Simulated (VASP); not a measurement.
## Eu (relaxed from the fcc structure, space group Fm-3m): computed properties

Computed with PBEsol GGA, VASP's PBE PAW potentials (set 64) (plane waves; VASP 6.6.1).

```yaml
space_group: Fm-3m (225)
cell: a = b = c = 5.4781 Å, α = β = γ = 90.00°
volume_per_atom: 41.10 Å^3/atom
band gap (over mesh and band path): none (metal, semimetal or under 0.01 eV)
density: 6.14 g/cm³
```

```cif
data_Eu
_chemical_formula_sum 'Eu1'
_space_group_name_H-M_alt 'P 1'
_space_group_IT_number 1
_cell_length_a 3.87360
_cell_length_b 3.87360
_cell_length_c 3.87360
_cell_angle_alpha 60.000
_cell_angle_beta 60.000
_cell_angle_gamma 60.000
loop_
_space_group_symop_operation_xyz
  'x, y, z'
loop_
_atom_site_label
_atom_site_type_symbol
_atom_site_fract_x
_atom_site_fract_y
_atom_site_fract_z
_atom_site_occupancy
Eu1 Eu 0.00000 0.00000 0.00000 1
```

The 4f electrons are frozen in the core of the lanthanide potential, so 4f levels, which can set the real gap, and their magnetism are missing.

The structure was generated: Eu was put into the fcc type (Fm-3m), which need not be its known phase. It was relaxed first, which changed the volume by -16 %. Symmetry was kept, so distortions that lower it aren't found.
